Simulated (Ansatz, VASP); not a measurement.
# Cross-check of InF3 between VASP and Ansatz, part 2 of 2

One calculation is typed for both programs; each brings its own data sets. How far apart do they land? The cell is taken from a series of runs on this material, whose earlier steps may have relaxed, scaled, displaced or heated it; both programs get it as it stands.

VASP 6.6.1 and Ansatz 0.2.0.

So far: Starting point; VASP: dielectric response, LDA.

## Step 3: Ansatz: dielectric response, LDA

Level of this step: Ansatz beside VASP: Kohn-Sham DFT, plane waves, LDA (Ansatz).

Ansatz runs on its default PAW (the set named soft_2) files.

The same cell, functional (in two slightly different forms) and mesh now go to Ansatz, which takes its cutoff from its data sets.

input.yaml

```yaml
crystal:
  lattice:
    - [2.6021411829, 1.5023469124, 4.9075061345]
    - [-2.6021411829, 1.5023469124, 4.9075061345]
    - [0.0, -3.0046938249, 4.9075061345]
  atoms:
    - { symbol: In, position: [0.5, 0.5, 0.5] }
    - { symbol: In, position: [0.0, 0.0, 0.0] }
    - { symbol: F, position: [0.39570922, 0.75, 0.10429078] }
    - { symbol: F, position: [0.75, 0.10429078, 0.39570922] }
    - { symbol: F, position: [0.89570922, 0.60429078, 0.25] }
    - { symbol: F, position: [0.25, 0.89570922, 0.60429078] }
    - { symbol: F, position: [0.60429078, 0.25, 0.89570922] }
    - { symbol: F, position: [0.10429078, 0.39570922, 0.75] }
kpoints:
  mp_grid: { grid: [6, 6, 6] }
hamiltonian:
  xc: lda
scf:
  occupations: { method: fixed }
dielectric: {}
```

Launch:

```bash
ansatz run input.yaml --threads 8 --pin off --max-ram 18432MiB --backend cpu --events-out ev --progress --plain --runs-dir out
```

Numbers of over 12 decimals in the logs are rounded to 6 here.

The program printed:

```text
Engine: ansatz 0.2.0, aarch64-unknown-linux-gnu
Pseudopotentials: kind: paw
Pseudopotential: In, paw, valence charge 13, recommended cutoff 420 eV (normal), In.paw.azcp
Pseudopotential: F, paw, valence charge 7, recommended cutoff 420 eV (normal), F.paw.azcp
Functional definition: SPW92
  exchange = slater_x
  correlation = pw_c
Crystal: 8 atoms, lattice volume = 115.110 Å³
Basis set: ecut = 420 eV, 2249 PW (Γ), exchange–correlation on 80×80×80 points (8 copies of the dense FFT grid, shifted against one another)
Bands: 42, of which v1, the nominal top of the filled ones, is band 34 counted from 1 (33 counted from 0)
Symmetry: 12 space group operations
k-points: 68 of 216 (irreducible under 2 space group operations, time reversal used)
Non-local potential: In, projectors of the file, l = 0: 2, l = 1: 2, l = 2: 2, l = 3: 2
Non-local potential: F, projectors of the file, l = 0: 2, l = 1: 2, l = 2: 1
PAW form: soft (Blöchl's): semilocal exchange-correlation on the pseudo side does not see the compensation charge
PAW frozen core: In, regenerated for the run's functional, and the local potential with it (the file was generated under x = pbe(κ = 0.804, μ = 0.219515), c = pbe(β = 0.066725))
PAW frozen core: F, regenerated for the run's functional, and the local potential with it (the file was generated under x = pbe(κ = 0.804, μ = 0.219515), c = pbe(β = 0.066725))
PAW one-centre angular grid: In, 590 points (default); XC on 64 Gauss nodes
PAW one-centre angular grid: F, 110 points (default); XC on 64 Gauss nodes
Initial density: superposition of atomic densities (neutral atoms: chi_scale 0, normalization atom), corrected by the library's trained network
Initial wavefunctions: pseudopotential atomic-orbital guess
Functional: x = slater, c = lda
SCF iter   1: F=—  HF=-15679.966273 eV  |F-HF|=—  |Δ(HF+E_count)|=         —  Δρ=2.04e-2  dr2=3.33e-1  ethr=1.77e-3  ⟨swp⟩=5.0  Hψ=9645  notcnv=0  defer=408
preconditioner: auto → Resta (q_TF=auto, 2.499 Å⁻¹)  ε∞=3.6  [insulator: Δε(μ)=3.795 eV  Ē_g=17.762 eV  n_scr=26 (ndim 8)  ℏωp=28.5 eV  f_vac=0.174  ε∞_Penn≈3.6]
SCF iter   2: F=—  HF=-15679.867970 eV  |F-HF|=—  |Δ(HF+E_count)|=   9.83e-2  Δρ=5.03e-3  dr2=1.06e-2  ethr=4.90e-4  ⟨swp⟩=2.1  Hψ=4685  notcnv=0  defer=408
SCF iter   3: F=—  HF=-15679.864566 eV  |F-HF|=—  |Δ(HF+E_count)|=   3.40e-3  Δρ=1.92e-3  dr2=2.58e-3  ethr=1.56e-5  ⟨swp⟩=2.0  Hψ=4695  notcnv=0  defer=408
SCF iter   4: F=—  HF=-15679.864017 eV  |F-HF|=—  |Δ(HF+E_count)|=   5.48e-4  Δρ=9.08e-4  dr2=6.29e-4  ethr=3.79e-6  ⟨swp⟩=1.0  Hψ=2678  notcnv=0  defer=371
SCF iter   5: F=—  HF=-15679.863831 eV  |F-HF|=—  |Δ(HF+E_count)|=   1.87e-4  Δρ=1.95e-4  dr2=3.47e-5  ethr=9.25e-7  ⟨swp⟩=2.0  Hψ=3358  notcnv=0  defer=178
SCF iter   6: F=—  HF=-15679.863828 eV  |F-HF|=—  |Δ(HF+E_count)|=   2.32e-6  Δρ=2.52e-5  dr2=6.35e-7  ethr=5.10e-8  ⟨swp⟩=2.9  Hψ=4979  notcnv=0  defer=178
SCF iter   7: F=—  HF=-15679.863830 eV  |F-HF|=—  |Δ(HF+E_count)|=   1.68e-6  Δρ=2.52e-6  dr2=8.62e-9  ethr=9.33e-10  ⟨swp⟩=2.9  Hψ=4580  notcnv=0  defer=178
SCF iter   8: F=—  HF=-15679.863830 eV  |F-HF|=—  |Δ(HF+E_count)|=   1.51e-9  Δρ=3.71e-7  dr2=2.44e-10  ethr=1.27e-11  ⟨swp⟩=2.8  Hψ=5351  notcnv=0  defer=178
SCF iter   9: F=-15679.863830 eV  HF=-15679.863830 eV  |F-HF|=9.09e-12  |Δ(HF+E_count)|=  1.69e-10  Δρ=6.92e-8  dr2=6.33e-12  ethr=1.00e-12  ⟨swp⟩=8.3  Hψ=9749  notcnv=0
SCF 1 converged in 9 iterations: F = -15679.863830 eV  dr2 = 6.33e-12
  greatest PAW one-centre occupation: 0.993 electrons in one spin orbital (limit 2), on the In atom at site 0 (counted from 0), in its partial waves of l = 2
NSCF: frozen V_eff on 5 k-points
DFPT response loops at Γ: preconditioner auto → none (the input reference at scf.mixing.eps_inf says where Resta's filter doesn't serve); β = 0.50; Broyden in place of MSR1
SCF converged after 9 iterations
Free energy (F): -15679.863830 eV
Harris-Foulkes:  -15679.863830 eV  (|F-HF|=9.09e-12)
Internal energy: -15679.863830 eV  (E = F + TS)
E sigma→0 (E₀):  -15679.863830 eV
Fermi energy:    1.213367 eV
--- Per-component energies (eV) ---
  E_band       = -404.699565
  E_kinetic    = 1718.628325
  E_local      = -6290.713019  (includes V_loc(G=0)·N_el)
  E_nonlocal   = 1205.905266
  E_hartree    = 2396.048380
  E_xc         = -885.475125
  E_vxc        = -796.781954  (∫ρ·V_xc dr)
  E_paw        = -9172.524262  (= ΣΔE_a)
  E_vpaw       = -1033.847125  (= ΣTr[D̂ρ^β])
  E_aug_tail   = 0.012177  (compensation charges beyond the density's cutoff)
  E_ewald      = -4652.994155
  E_core_change = 1.248583  (= ΣΔE_core)
  E_smearing   = -0.000000  (= −TS)
  E_closure    = 0.000000  (closes the sum)
  Σ components = -15679.863830   (vs F -15679.863830, Δ=0.00e0)
--- Band table (eV; the first three rows and the last of 68) ---
  k-point 0: bands = [... 30 lower, 1.0244, 1.0244, 1.1790, 1.1790, 5.2267, 10.6601, 11.6222, 12.7245, ... 4 higher]
  k-point 1: bands = [... 30 lower, 0.9861, 0.9974, 1.1125, 1.1691, 5.6467, 10.1315, 11.9399, 12.3569, ... 4 higher]
  k-point 2: bands = [... 30 lower, 0.8880, 0.9499, 1.0841, 1.1268, 6.6390, 9.0612, 12.0546, 12.5417, ... 4 higher]
  k-point 67: bands = [... 30 lower, 1.0877, 1.0877, 1.0877, 1.0877, 7.6510, 7.6510, 12.9091, 12.9091, ... 4 higher]
--- Dielectric response (ions clamped): 2 representative field directions + reference, on 68 of 216 k-points (Σ response iterations 16) ---
  k mesh reduced under 2 symmetry operations, with k and −k counted as one. Each operation leaves every solved perturbation unchanged. A smaller set is not considered because the run solves the response to a homogeneous field
  ε∞ (high-frequency dielectric tensor):
        2.441895     0.000000     0.000000
        0.000000     2.441895    -0.000000
        0.000000    -0.000000     2.519792
  Born effective charges Z* (e; rows j = field, columns β = displacement):
    site 0:
         3.18265   -0.33720   -0.00000
         0.33720    3.18265   -0.00000
         0.00000   -0.00000    3.39849
    site 1:
         3.18265    0.33720    0.00000
        -0.33720    3.18265   -0.00000
        -0.00000   -0.00000    3.39849
    site 2:
        -1.21366    0.26461   -0.48428
         0.26461   -0.90811    0.27960
        -0.46482    0.26837   -1.13283
    site 3:
        -1.21366   -0.26461    0.48428
        -0.26461   -0.90811    0.27960
         0.46482    0.26837   -1.13283
    site 4:
        -0.75534   -0.00000    0.00000
         0.00000   -1.36643   -0.55920
        -0.00000   -0.53673   -1.13283
    site 5:
        -1.21366   -0.26461    0.48428
        -0.26461   -0.90811    0.27960
         0.46482    0.26837   -1.13283
    site 6:
        -1.21366    0.26461   -0.48428
         0.26461   -0.90811    0.27960
        -0.46482    0.26837   -1.13283
    site 7:
        -0.75534   -0.00000    0.00000
         0.00000   -1.36643   -0.55920
        -0.00000   -0.53673   -1.13283
  Z* charge neutrality: 1.474e-5 e pre-enforcement
  k-mesh period / interband length: 31.2 Å / 1.18 Å = 26.51 at k = (0.0000, 0.0000, 0.0000), direct gap 4.048 eV — 14 or more, which is no proof of convergence
```

## Step 4: Comparison

Known differences besides the potentials themselves: the two LDA forms differ slightly; fixed occupations in Ansatz, narrow Gaussian smearing in VASP; the cutoff is 420 eV in Ansatz and 520 eV in VASP; VASP's log shows a relativistic correction to its local exchange, Ansatz's none. Total energies have different zeros and are not compared.

Compared:

```tsv
quantity	Ansatz	VASP	difference
ε∞ xx	2.44	2.40	+1.85 %
ε∞ yy	2.44	2.40	+1.85 %
ε∞ zz	2.52	2.47	+2.12 %
```

## Step 5: What came out

```
difference in ε∞ zz (dielectric response, LDA) : 2.1 %
```

In words: The difference in ε∞ zz is 2.1 % (dielectric response, LDA), within the 5 % picked in this series as the mark of a large difference. Such differences can come from data sets, numerical settings and the points named under the comparisons, not from the functional's error against experiment.

[Lines on the potential files, build, host, timing and source positions are cut from VASP's logs without a mark.]

[Logs are printed without paths, hosts, clocks, repeated set-up lines and the standing remarks that a program may print on its own settings, such as how far it seeks lower states.]

[Hosts, paths, dates, database ids (printed as entryN), source tags and the programs' standing remarks are cut or masked in the printed files.]
